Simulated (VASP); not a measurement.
The system is TiTe2.

```
Ti Te
1.0
     3.62169    0.00000    0.00000
    -1.81084    3.13647    0.00000
     0.00000    0.00000    6.30416
Ti Te
1 2
Direct
  0.00000 0.00000 0.00000
  0.66667 0.33333 0.26779
  0.33333 0.66667 0.73221
```

The cell isn't the ideal one: a relaxed cell with its volume scaled by 0.94.

- Program: VASP 6.6.1
- Task: relaxation of shape and atoms at fixed volume
- Functional: PBEsol
- Potentials or basis: VASP PAW PBE potentials, release 64 (Ti_sv, Te)
- Cutoff: 600 eV
- k mesh: 12 × 12 × 6
- Occupations: methfessel-paxton, width 0.1 eV
- Spin: no spin polarisation

At the start: pressure 5.0 GPa; volume 23.87 Å³/atom.

Where does the relaxation end?

Over 5 steps the energy falls by 9.9 meV/atom; space group P-3m1 (No. 164, to 0.05 Å).

The path:
```
step  energy change (eV)  largest force (eV/Å)  pressure (GPa)
   1              0.0000                0.5781            4.99
   2             -0.0225                0.2314            3.79
   3             -0.0263                0.0295            3.11
   4             -0.0289                0.0196            3.02
   5             -0.0297                0.0073            2.93
```

Final structure:
```
Ti Te
1.0
     3.63677    0.00000    0.00000
    -1.81838    3.14953    0.00000
     0.00000    0.00000    6.25199
Ti Te
1 2
Direct
  0.00000 0.00000 0.00000
  0.66667 0.33333 0.27621
  0.33333 0.66667 0.72379
```

Caveat: the PAW data sets were made with another functional, which shifts forces and pressure a little; this functional lacks dispersion, which binds the layers, so the pressure and a relaxed spacing across them are unreliable.
